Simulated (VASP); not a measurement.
VASP ran on this input.

**POSCAR**
```
GaAs4B3
1
   -0.0000000000     2.4760075863     2.4760075863
    2.4760075863    -0.0000000000     2.4760075863
   10.0808264469    10.0808264469    -0.1767961018
Ga As B
1 4 3
Direct
  0.0081936892   0.0081936892   0.9938547331
  0.2112722433   0.2112722433   0.0915458175
  0.2361133631   0.2361133631   0.3229149777
  0.2594067981   0.2594067981   0.5554449015
  0.2832980590   0.2832980590   0.7875264558
  0.9772281090   0.9772281090   0.2670789183
  0.0004634163   0.0004634163   0.4996524378
  0.0240243221   0.0240243221   0.7319817585
```

KPOINTS:
```
Automatic mesh
0
Gamma
10 10 3
0 0 0
```

**INCAR**
```
LCHARG = .False.
EDIFFG = -0.02
ISIF = 3   # ions, shape and volume
LREAL = .False.   # projection in real space or not
LMAXMIX = 4
GGA = PS   # PBEsol
IBRION = 2   # conjugate gradients
ENCUT = 520
NSW = 60   # most ionic steps
ISMEAR = 1   # Methfessel-Paxton
NELM = 100   # most electronic steps
PREC = Accurate
LASPH = .True.
LWAVE = .False.
SIGMA = 0.1   # width (eV)
ALGO = Normal
EDIFF = 1E-6   # SCF stop (eV)
SYSTEM = GaAs4B3
```

POTCAR, in this order: Ga_d As B (PBE.64 set). Program: vasp_std.

### Question
Translate this PBEsol calculation to Ansatz.

### Answer
One equivalent input (not run):
Ansatz 0.2 input:
```yaml
crystal:
  lattice:
    - [0.0000000, 2.4760076, 2.4760076]
    - [2.4760076, 0.0000000, 2.4760076]
    - [10.0808264, 10.0808264, -0.1767961]
  atoms:
    - { symbol: Ga, position: [0.0081937, 0.0081937, 0.9938547] }
    - { symbol: As, position: [0.2112722, 0.2112722, 0.0915458] }
    - { symbol: As, position: [0.2361134, 0.2361134, 0.3229150] }
    - { symbol: As, position: [0.2594068, 0.2594068, 0.5554449] }
    - { symbol: As, position: [0.2832981, 0.2832981, 0.7875265] }
    - { symbol: B, position: [0.9772281, 0.9772281, 0.2670789] }
    - { symbol: B, position: [0.0004634, 0.0004634, 0.4996524] }
    - { symbol: B, position: [0.0240243, 0.0240243, 0.7319818] }
kpoints:
  mp_grid: { grid: [10, 10, 3] }
hamiltonian:
  xc: pbesol
  pseudopotentials: { kind: paw }
scf:
  occupations: { method: methfessel_paxton, width: 0.1 }
  max_iter: 100
relax:
  max_steps: 60
  f_tol: 0.02
  cell: {}
output: { forces: true, stress: true, eigenvalues: true }
```
Limits of the translation: each code has its own PAW files, so the cut-off isn't converted (ENCUT is set for VASP's; basis.ecutwfc is left out, and Ansatz then takes the one that its files recommend); Ansatz stops its SCF on the density residual and VASP on the energy change (EDIFF).

The structure was generated: GaAs4B3 was put into an ordered model structure (R3m), which need not be its known phase. This run relaxes it. Symmetry was kept, so distortions that lower it aren't found. The start is the result of an earlier pass.
